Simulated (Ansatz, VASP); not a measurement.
# Zr2BiN2: VASP beside Ansatz

File INCAR:

```
PREC     = Accurate       # precision mode
ENCUT    = 520            # plane-wave cutoff, eV
EDIFF    = 1E-6           # SCF threshold, eV
ISMEAR   = 0              # smearing method
SIGMA    = 0.1            # smearing width, eV
LREAL    = F              # projectors in reciprocal space
LASPH    = T              # aspherical terms in the spheres
NELM     = 60             # most SCF steps
ALGO     = Normal         # electronic algorithm
ISIF     = 2              # what is computed and relaxed
LWAVE    = F              # write WAVECAR
LCHARG   = F              # write CHGCAR
GGA      = PE             # functional
NBANDS   = 32             # bands
```

Contents of KPOINTS:

```
Automatic mesh
0
Gamma
  4 4 4
```

POSCAR

```
Zr2BiN2
1.0
    3.8693306900      0.0000000000      0.0000000000
    0.0000000000      3.8693306900      0.0000000000
    0.0000000000      0.0000000000      6.2543751900
Zr Bi N
2 1 2
Direct
    0.5000000000      0.0000000000      0.5489123000
    0.0000000000      0.5000000000      0.5489123000
    0.0000000000      0.0000000000      0.0996258200
    0.0000000000      0.0000000000      0.8001709300
    0.0000000000      0.0000000000      0.4479437600
```

Input for Ansatz:

```yaml
crystal:
  lattice:
    - [3.86933069, 0.0, 0.0]
    - [0.0, 3.86933069, 0.0]
    - [0.0, 0.0, 6.25437519]
  atoms:
    - { symbol: Zr, position: [0.5, 0.0, 0.5489123] }
    - { symbol: Zr, position: [0.0, 0.5, 0.5489123] }
    - { symbol: Bi, position: [0.0, 0.0, 0.09962582] }
    - { symbol: "N", position: [0.0, 0.0, 0.80017093] }
    - { symbol: "N", position: [0.0, 0.0, 0.44794376] }
basis:
  ecutwfc: 420
kpoints:
  mp_grid: { grid: [4, 4, 4] }
hamiltonian:
  xc: pbe
scf:
  occupations: { method: gaussian, width: 0.1 }
  lower_state_search: "off"
output:
  forces: true
  stress: true
  eigenvalues: true
```

Alike in both runs: task single point; functional PBE; k mesh 4 × 4 × 4; occupations gaussian, width 0.1 eV; no spin polarisation.

```csv
,VASP,Ansatz
version,VASP 6.6.1,Ansatz 0.2.0
potentials or method,"VASP PAW PBE potentials, release 64 (Zr_sv, Bi_d, N)","scalar-relativistic, plane waves, PAW"
plane-wave cutoff (eV),520,420
valence electrons in the cell,49,49
```

|  | VASP | Ansatz | Ansatz less VASP |
| --- | --- | --- | --- |
| gap on the k mesh at the Fermi level (eV) | none | none | - |
| rms of the force components (eV/Å) | 2.616 | 2.639 | +0.0225 |

Atom by atom the forces differ by 0.029 eV/Å (rms over components). A gap of «none» marks a metal or a gap that the smearing closes.

Caveats: the k mesh is coarse (spacing up to 0.41 Å⁻¹), so the values aren't converged; spin-orbit coupling is left out, which moves the levels of the heavy elements; forces of over 1 eV/Å show positions far from the minimum, so gaps and moduli don't describe the material at rest.
